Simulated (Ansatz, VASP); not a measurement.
**Mo29S10 (MoS2 on Mo(110)) in two plane-wave programs**

One calculation is typed for both programs; each brings its own data sets. How far apart do they land? The cell is taken from a series of runs on this material, whose earlier steps may have relaxed, scaled, displaced or heated it; both programs get it as it stands.

Calculated with Ansatz 0.2.0; plane waves, with VASP 6.6.1 beside it; single point at PBE with D3(BJ).

### 1. Starting point

The cell holds 39 atoms: 29 Mo and 10 S. Cell: a = 5.508 Å, b = 8.413 Å, c = 27.183 Å, α = 90.0°, β = 90.0°, γ = 70.9°. 1 layer(s) of MoS2 at its own lattice constant on a slab of Mo(110) strained in the plane by up to 2.7 % to a common cell of 44 A^2; gaps of 2.35 A as starting values, lowest layers held; (so at first; earlier steps may have moved the atoms), displaced by a Gaussian of 0.01 A. Lattice constants are starting values near those of PBE. Vacuum lies along c.

### 2. VASP: single point, PBE with D3(BJ)

With cell and atoms fixed, the geometry can't cause a difference; cores, projectors, grids and the points listed under the comparison can.

Lines of VASP's logs that name or quote its potential files are left out, and so is its time.

Contents of INCAR:

```
SYSTEM = Mo29S10
PREC = Accurate
ENCUT = 400
EDIFF = 1E-06
NELM = 120
ISMEAR = -1
SIGMA = 0.1
LREAL = Auto
ALGO = Normal
GGA = PE
IVDW = 12
NBANDS = 272
LASPH = .TRUE.
LORBIT = 11
LWAVE = .FALSE.
LCHARG = .FALSE.
ISIF = 2
GGA_COMPAT = .FALSE.
KPAR = 4
```

Contents of POSCAR:

```
Mo29S10
1.0
    5.5079200000      0.0000000000      0.0000000000
    2.7539600000      7.9500000000      0.0000000000
    0.0000000000      0.0000000000     27.1833700000
Mo S
29 10
Direct
    0.8366700000      0.6659000000      0.2757100000
    0.7475100000      0.5010900000      0.3572600000
    0.8288000000      0.6643500000      0.4380200000
    0.7522400000      0.4975100000      0.5174100000
    0.3329900000      0.6661800000      0.2763200000
    0.2481100000      0.4997800000      0.3577800000
    0.3336100000      0.6678700000      0.4385700000
    0.2484100000      0.5004600000      0.5167000000
    0.6687300000      0.3324700000      0.2758600000
    0.5818000000      0.1663300000      0.3583000000
    0.6658600000      0.3355800000      0.4371900000
    0.5866100000      0.1735200000      0.5132500000
    0.1644900000      0.3336300000      0.2765100000
    0.0848000000      0.1664300000      0.3577800000
    0.1643300000      0.3355900000      0.4374000000
    0.0841600000      0.1616400000      0.5138500000
    0.4998300000      0.0007800000      0.2760100000
    0.4167500000      0.8319000000      0.3579700000
    0.4981200000      0.9989600000      0.4372700000
    0.4142900000      0.8338000000      0.5195600000
    0.9978400000      0.0015800000      0.2760900000
    0.9158200000      0.8339500000      0.3580800000
    0.0019400000      0.9999500000      0.4369100000
    0.9060900000      0.8344600000      0.5124100000
    0.7017000000      0.4228700000      0.6651400000
    0.2977700000      0.2264800000      0.6672600000
    0.9025700000      0.0242500000      0.6680600000
    0.4992700000      0.8248200000      0.6629900000
    0.1029700000      0.6246500000      0.6648500000
    0.4354400000      0.6258400000      0.7204400000
    0.4436900000      0.6159900000      0.5993700000
    0.0305200000      0.4282800000      0.7225900000
    0.0396900000      0.4231000000      0.6046900000
    0.6327400000      0.2278900000      0.7241100000
    0.6324700000      0.2178300000      0.6102500000
    0.2427100000      0.0206700000      0.7229600000
    0.2189400000      0.0350800000      0.6060300000
    0.8297400000      0.8193500000      0.7222400000
    0.8418800000      0.8292100000      0.6093200000
```

Contents of KPOINTS:

```
Automatic mesh
0
Gamma
4 3 1
0 0 0
```

Potentials, in the order of the species: Mo_sv and S (PBE family, release 64).

Command:

```
$ mpirun -np 4 vasp_std
```

Numbers of over 12 decimals in the logs are rounded to 6 here.

The log of the run:

```text
[banner, memory and clock lines left out]
running    4 mpi-ranks, on    1 nodes
[...]
LDA part: xc-table for (Slater+PW92), standard interpolation
|                                                                             |
|           W    W    AA    RRRRR   N    N  II  N    N   GGGG   !!!           |
|           W    W   A  A   R    R  NN   N  II  NN   N  G    G  !!!           |
|           W    W  A    A  R    R  N N  N  II  N N  N  G       !!!           |
|           W WW W  AAAAAA  RRRRR   N  N N  II  N  N N  G  GGG   !            |
|           WW  WW  A    A  R   R   N   NN  II  N   NN  G    G                |
|           W    W  A    A  R    R  N    N  II  N    N   GGGG   !!!           |
|                                                                             |
|     Your reciprocal lattice and k-lattice belong to different lattice       |
|     classes:                                                                |
|                                                                             |
|        The reciprocal lattice is base centered orthorhombic,                |
|        whereas your k-lattice is simple monoclinic.                         |
|                                                                             |
|     Results are often still useful ...                                      |
|                                                                             |

 POSCAR, INCAR and KPOINTS ok, starting setup
[...]
entering main loop
       N       E                     dE             d eps       ncg     rms          rms(c)
DAV:   1     0.448374748911E+04    0.44837E+04   -0.26088E+05  4784   0.132E+03
DAV:   2    -0.125236180552E+03   -0.46090E+04   -0.44878E+04  4296   0.430E+02
DAV:   3    -0.374525901429E+03   -0.24929E+03   -0.24089E+03  5304   0.798E+01
DAV:   4    -0.385163239829E+03   -0.10637E+02   -0.10320E+02  4784   0.131E+01
[...]
DAV:  43    -0.358187263998E+03   -0.63114E-05   -0.22273E-07  2464   0.916E-04    0.737E-04
DAV:  44    -0.358187266062E+03   -0.20643E-05   -0.17395E-07  2224   0.700E-04    0.502E-04
DAV:  45    -0.358187266863E+03   -0.80100E-06   -0.58803E-08  2192   0.429E-04
   1 F= -.37814024E+03 E0= -.37770559E+03  d E =-.869296E+00
```

OUTCAR, selected parts (step 2):

```text
 Edisp (eV)  -19.95297

  Total     -45.22549   -57.52153   -28.77396    -2.88962     0.22455    -0.00099
  in kB     -60.87455   -77.42531   -38.73042    -3.88950     0.30225    -0.00134
  external pressure =      -59.01 kB  Pullay stress =        0.00 kB

 POSITION                                       TOTAL-FORCE (eV/Angst)
 -----------------------------------------------------------------------------------
      6.44217      5.29391      7.49473        -0.080456      0.047510      1.033571
      5.49721      3.98367      9.71153         0.044665     -0.101626     -0.836553
      6.39456      5.28158     11.90686         0.065622      0.161395      0.067440
      5.51340      3.95520     14.06495         0.044450      0.208470      0.352687
      3.66872      5.29613      7.51131        -0.009481      0.043496      0.829022
      2.74294      3.97325      9.72567         0.042164      0.106401     -0.851799
      3.67678      5.30957     11.92181        -0.036699     -0.043026      0.280843
      2.74647      3.97866     14.04565         0.037576     -0.115088      0.232444
      4.59892      2.64314      7.49880        -0.054851      0.029718      0.966878
      3.66257      1.32232      9.73980         0.096035      0.040792     -1.152511
      4.59168      2.66786     11.88430        -0.003160     -0.105763      0.167051
      3.70887      1.37948     13.95186         0.007484      0.041918      1.029140
      1.82480      2.65236      7.51647         0.072741     -0.003604      0.795386
      0.92541      1.32312      9.72567        -0.165486      0.079893     -0.986580
[...]
-----------------------------------------------------------------------------------
    total drift:                               -0.001157     -0.000491      0.000879

  FREE ENERGIE OF THE ION-ELECTRON SYSTEM (eV)
  ---------------------------------------------------
  free  energy   TOTEN  =      -378.1402402372 eV

  energy  without entropy=     -377.2709445147  energy(sigma->0) =     -377.70559238

[... 2 further parts left out ...]
[key lines of the parts left out:]
E-fermi :   3.7630
```

This run has no spin polarisation, so a moment on Mo, if there is one, isn't seen.

### 3. Ansatz: single point, PBE with D3(BJ)

Ansatz runs on its default PAW (the set named soft_2) files.

The same cell, functional, mesh and smearing now go to Ansatz, which takes its cutoff from its data sets.

Contents of input.yaml:

```yaml
crystal:
  lattice:
    - [5.50792, 0.0, 0.0]
    - [2.75396, 7.95, 0.0]
    - [0.0, 0.0, 27.18337]
  atoms:
    - { symbol: Mo, position: [0.83667, 0.6659, 0.27571] }
    - { symbol: Mo, position: [0.74751, 0.50109, 0.35726] }
    - { symbol: Mo, position: [0.8288, 0.66435, 0.43802] }
    - { symbol: Mo, position: [0.75224, 0.49751, 0.51741] }
    - { symbol: Mo, position: [0.33299, 0.66618, 0.27632] }
    - { symbol: Mo, position: [0.24811, 0.49978, 0.35778] }
    - { symbol: Mo, position: [0.33361, 0.66787, 0.43857] }
    - { symbol: Mo, position: [0.24841, 0.50046, 0.5167] }
    - { symbol: Mo, position: [0.66873, 0.33247, 0.27586] }
    - { symbol: Mo, position: [0.5818, 0.16633, 0.3583] }
    - { symbol: Mo, position: [0.66586, 0.33558, 0.43719] }
    - { symbol: Mo, position: [0.58661, 0.17352, 0.51325] }
    - { symbol: Mo, position: [0.16449, 0.33363, 0.27651] }
    - { symbol: Mo, position: [0.0848, 0.16643, 0.35778] }
    - { symbol: Mo, position: [0.16433, 0.33559, 0.4374] }
    - { symbol: Mo, position: [0.08416, 0.16164, 0.51385] }
    - { symbol: Mo, position: [0.49983, 0.00078, 0.27601] }
    - { symbol: Mo, position: [0.41675, 0.8319, 0.35797] }
    - { symbol: Mo, position: [0.49812, 0.99896, 0.43727] }
    - { symbol: Mo, position: [0.41429, 0.8338, 0.51956] }
    - { symbol: Mo, position: [0.99784, 0.00158, 0.27609] }
    - { symbol: Mo, position: [0.91582, 0.83395, 0.35808] }
    - { symbol: Mo, position: [0.00194, 0.99995, 0.43691] }
    - { symbol: Mo, position: [0.90609, 0.83446, 0.51241] }
    - { symbol: Mo, position: [0.7017, 0.42287, 0.66514] }
    - { symbol: S, position: [0.43544, 0.62584, 0.72044] }
    - { symbol: S, position: [0.44369, 0.61599, 0.59937] }
    - { symbol: Mo, position: [0.29777, 0.22648, 0.66726] }
    - { symbol: S, position: [0.03052, 0.42828, 0.72259] }
    - { symbol: S, position: [0.03969, 0.4231, 0.60469] }
    - { symbol: Mo, position: [0.90257, 0.02425, 0.66806] }
    - { symbol: S, position: [0.63274, 0.22789, 0.72411] }
    - { symbol: S, position: [0.63247, 0.21783, 0.61025] }
    - { symbol: Mo, position: [0.49927, 0.82482, 0.66299] }
    - { symbol: S, position: [0.24271, 0.02067, 0.72296] }
    - { symbol: S, position: [0.21894, 0.03508, 0.60603] }
    - { symbol: Mo, position: [0.10297, 0.62465, 0.66485] }
    - { symbol: S, position: [0.82974, 0.81935, 0.72224] }
    - { symbol: S, position: [0.84188, 0.82921, 0.60932] }
kpoints:
  mp_grid: { grid: [4, 3, 1] }
hamiltonian:
  xc: pbe
  dispersion: d3bj
scf:
  occupations: { method: fermi_dirac, width: 0.1 }
output:
  forces: true
  eigenvalues: true
```

Command:

```
$ ansatz run input.yaml --threads 6 --pin off --max-ram 76800MiB --backend cuda --events-out ev --progress --plain --runs-dir out
```

The log of the run:

```text
Engine: ansatz 0.2.0, x86_64-unknown-linux-gnu
Pseudopotentials: kind: paw
Pseudopotential: Mo, paw, valence charge 14, recommended cutoff 420 eV (normal), Mo.paw.azcp
Pseudopotential: S, paw, valence charge 6, recommended cutoff 420 eV (normal), S.paw.azcp
Functional definition: PBE
  parameter kappa = 0.804
  parameter beta = 0.066725
  exchange = pbe_x(kappa = kappa, mu = beta*pi^2/3)
  correlation = pbe_c(beta = beta)
concurrent solve slots: 4 of 6 are kept, ahead of what memory takes: no pass of the eigensolver takes more rounds on 4
device memory: the entry about to start is reckoned to put 15.7 GiB on a device that reports 78.6 GiB free
GPU FFT provider: cuFFT
GPU libraries: cuBLAS 13.8.2, cuFFT 12.4.0, cuSOLVER 12.3.4
Crystal: 39 atoms, lattice volume = 1190.304 Å³
Basis set: ecut = 420 eV, 23257 PW (Γ), exchange–correlation on 80×120×384 points (8 copies of the dense FFT grid, shifted against one another)
Bands: 280, of which v1, the nominal top of the filled ones, is band 233 counted from 1 (232 counted from 0)
Symmetry: 1 space group operations
Space group: P1 (ITA 1), of the structure as read, at distance tolerance 1.1e-4 Å
k-points: 7 of 12 (time reversal used)
Non-local potential: Mo, projectors of the file, l = 0: 3, l = 1: 2, l = 2: 2, l = 3: 1
Non-local potential: S, projectors of the file, l = 0: 2, l = 1: 2, l = 2: 2
PAW form: soft (Blöchl's): semilocal exchange-correlation on the pseudo side does not see the compensation charge
PAW one-centre angular grid: Mo, 590 points (default); XC on 64 Gauss nodes
PAW one-centre angular grid: S, 110 points (default); XC on 64 Gauss nodes
Initial density: superposition of atomic densities (neutral atoms: chi_scale 0, normalization atom), corrected by the library's trained network
Initial wavefunctions: pseudopotential atomic-orbital guess
GPU buffer pool allocated for 460800 grid points (all kernels)
GPU transforms: local potential and band sums: pruned to the plane-wave sphere, on 40×60×192
Functional: x = pbe(κ = 0.804, μ = 0.219515), c = pbe(β = 0.066725)
SCF iter   1: F=—  HF=-152764.984696 eV  |F-HF|=—  |Δ(HF+E_count)|=         —  Δρ=4.83e-3  dr2=1.08e0  ethr=1.77e-3  ⟨swp⟩=9.3  Hψ=9702  notcnv=0
preconditioner: auto → LDOS  [metal: Δε(μ)=0.008 eV  Ē_g=5.243 eV  σ=0.100 eV  W_gap=0.02  n_scr=246 (ndim 8)  ℏωp=16.5 eV  f_vac=0.430  D(μ)=25.87/eV (n_scr^D=156)  β→1.0]
SCF iter   2: F=—  HF=-152764.997365 eV  |F-HF|=—  |Δ(HF+E_count)|=   1.27e-2  Δρ=2.37e-3  dr2=2.07e-1  ethr=2.32e-4  ⟨swp⟩=2.3  Hψ=3063  notcnv=0
SCF iter   3: F=—  HF=-152764.977036 eV  |F-HF|=—  |Δ(HF+E_count)|=   2.03e-2  Δρ=6.68e-4  dr2=2.00e-2  ethr=4.44e-5  ⟨swp⟩=2.0  Hψ=2770  notcnv=0
SCF iter   4: F=—  HF=-152764.976143 eV  |F-HF|=—  |Δ(HF+E_count)|=   8.94e-4  Δρ=1.80e-4  dr2=9.08e-4  ethr=4.30e-6  ⟨swp⟩=2.6  Hψ=3257  notcnv=0
SCF iter   5: F=—  HF=-152764.973868 eV  |F-HF|=—  |Δ(HF+E_count)|=   2.27e-3  Δρ=5.81e-5  dr2=9.53e-5  ethr=1.95e-7  ⟨swp⟩=2.6  Hψ=3199  notcnv=0
SCF iter   6: F=—  HF=-152764.975227 eV  |F-HF|=—  |Δ(HF+E_count)|=   1.36e-3  Δρ=2.71e-5  dr2=3.06e-5  ethr=2.04e-8  ⟨swp⟩=2.1  Hψ=3055  notcnv=0
SCF iter   7: F=—  HF=-152764.975230 eV  |F-HF|=—  |Δ(HF+E_count)|=   2.59e-6  Δρ=8.84e-6  dr2=3.30e-6  ethr=6.58e-9  ⟨swp⟩=2.0  Hψ=2786  notcnv=0
SCF iter   8: F=—  HF=-152764.975230 eV  |F-HF|=—  |Δ(HF+E_count)|=   3.71e-7  Δρ=3.93e-6  dr2=3.98e-7  ethr=7.08e-10  ⟨swp⟩=2.4  Hψ=3059  notcnv=0
SCF iter   9: F=-152764.975230 eV  HF=-152764.975230 eV  |F-HF|=1.16e-8  |Δ(HF+E_count)|=   2.50e-7  Δρ=1.61e-6  dr2=6.72e-8  ethr=2.15e-11  ⟨swp⟩=9.9  Hψ=8165  notcnv=0
SCF 1 converged in 9 iterations: F = -152764.975230 eV  dr2 = 6.72e-8
  greatest PAW one-centre occupation: 0.998 electrons in one spin orbital (limit 2), on the Mo atom at site 12 (counted from 0), in its partial waves of l = 0
SCF converged after 9 iterations
Free energy (F): -152764.975230 eV
Harris-Foulkes:  -152764.975230 eV  (|F-HF|=1.16e-8)
Internal energy: -152764.105782 eV  (E = F + TS)
E sigma→0 (E₀):  -152764.540506 eV
Entropy (-TS):   -0.869448 eV (-22.294 meV/atom)
Fermi energy:    7.206613 eV
--- Per-component energies (eV) ---
  E_band       = -7297.793292
  E_kinetic    = 13822.457575
  E_local      = -541607.582103  (includes V_loc(G=0)·N_el)
  E_nonlocal   = 4432.128178
  E_hartree    = 263884.273355
  E_xc         = -6273.565963
  E_vxc        = -7490.766255  (∫ρ·V_xc dr)
  E_paw        = -98838.772552  (= ΣΔE_a)
  E_vpaw       = -4222.526023  (= ΣTr[D̂ρ^β])
  E_aug_tail   = 0.001240  (compensation charges beyond the density's cutoff)
  E_ewald      = 211836.910743
  E_disp       = -19.956255  (pairwise vdW)
  E_smearing   = -0.869448  (= −TS)
  E_closure    = -0.000000  (closes the sum)
  Σ components = -152764.975230   (vs F -152764.975230, Δ=0.00e0)
--- Forces (eV/Å), atoms counted from 1 ---
  atom   1  Mo    -0.07950732     0.04581539     1.05466819
[...]
k-point 1: bands = [... 229 lower, 7.3019, 7.4129, 7.4514, 7.4877, 7.5360, 7.5619, 7.6292, 7.6610, ... 43 higher]
  k-point 2: bands = [... 229 lower, 6.7721, 6.9564, 7.0000, 7.1769, 7.2207, 7.2925, 7.3884, 7.4580, ... 43 higher]
  k-point 6: bands = [... 229 lower, 6.6094, 6.6182, 6.6747, 6.7436, 6.8365, 6.9672, 7.0592, 7.1795, ... 43 higher]
```

### 4. Differences

Known differences besides the potentials themselves: the cutoff is 420 eV in Ansatz and 400 eV in VASP (PREC = Accurate, projectors in real space). Total energies have different zeros and are not compared.

Forces on 10 of the 39 atoms, those with the largest forces and the largest differences (eV/Å; atoms numbered as in POSCAR):

```
atom         Ansatz x, y, z           VASP x, y, z
 Mo1   -0.080, 0.046, 1.055   -0.080, 0.048, 1.034
 Mo5   -0.011, 0.043, 0.851   -0.009, 0.043, 0.829
 Mo9   -0.053, 0.030, 0.989   -0.055, 0.030, 0.967
Mo10   0.095, 0.040, -1.143   0.096, 0.041, -1.153
Mo12    0.014, 0.047, 1.013    0.007, 0.042, 1.029
Mo18   0.023, 0.081, -0.996   0.022, 0.081, -1.003
Mo21   0.027, -0.047, 0.979   0.028, -0.049, 0.957
Mo22  0.008, -0.136, -1.070  0.008, -0.136, -1.078
Mo24  -0.031, -0.068, 1.248  -0.025, -0.067, 1.263
 S39  0.046, -0.058, -1.061  0.046, -0.057, -1.045
```

The forces differ by 7.4 meV/Å r.m.s., which is 1.9 % of the r.m.s. force of 0.392 eV/Å (both taken over all components). With vacuum in the cell, a pressure given here is an average over mostly empty space and none of the material.

### 5. What came out

```
r.m.s. force difference (single point, PBE with D3(BJ)) : 1.9 % of the r.m.s. force
```

What this shows: The r.m.s. force difference is 1.9 % of the r.m.s. force (single point, PBE with D3(BJ)), within the 3 % picked in this series as the mark of a large difference. How closely two codes agree says nothing of how well the functional describes the real material.

[Lines on the potential files, build, host, timing and source positions are cut from VASP's logs without a mark.]

[Logs are printed without paths, hosts, clocks, repeated set-up lines and the standing remarks that a program may print on its own settings, such as how far it seeks lower states.]

[Hosts, paths, dates, database ids (printed as entryN), source tags and the programs' standing remarks are cut or masked in the printed files.]
